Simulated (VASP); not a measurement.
```
CELL_PARAMETERS angstrom
      6.91238    -1.92385    -0.00041
      6.91238     1.92385    -0.00041
     -0.74702     0.00000     6.28724
ATOMIC_POSITIONS crystal
  Si 0.05553 0.05553 0.87393
  Si 0.94447 0.94447 0.12607
  Si 0.55902 0.55902 0.65348
  Si 0.44098 0.44098 0.34652
  Si 0.21279 0.21279 0.05715
  Si 0.78721 0.78721 0.94285
  Si 0.72717 0.72717 0.58562
  Si 0.27283 0.27283 0.41438
```

These are r2SCAN meta-GGA, VASP's PBE PAW potentials (set 64) (plane waves; VASP) values and carry that method's errors. Run with 400 eV cut-off, 7×7×4 Γ-centred mesh, tetrahedra with Blöchl corrections, potentials Si.

The cores are frozen, which limits the accuracy of field gradients.

Task: Give the principal components of the electric field gradient (V/Å²) and the asymmetry η at each nucleus.

Result: 
| atom | Vxx | Vyy | Vzz | η |
|---|---|---|---|---|
| Si1 | 3.4 | 2.9 | -6.3 | 0.08 |
| Si2 | 3.4 | 2.9 | -6.3 | 0.08 |
| Si3 | -5.0 | -3.1 | 8.1 | 0.23 |
| Si4 | -5.0 | -3.1 | 8.1 | 0.23 |
| Si5 | -8.3 | -2.5 | 10.8 | 0.53 |
| Si6 | -8.3 | -2.5 | 10.8 | 0.53 |
| Si7 | -9.9 | -5.1 | 15.0 | 0.32 |
| Si8 | -9.9 | -5.1 | 15.0 | 0.32 |

The structure comes from a computed database's Si entry (C2/m); how it stands against other phases isn't given here. It was relaxed first.
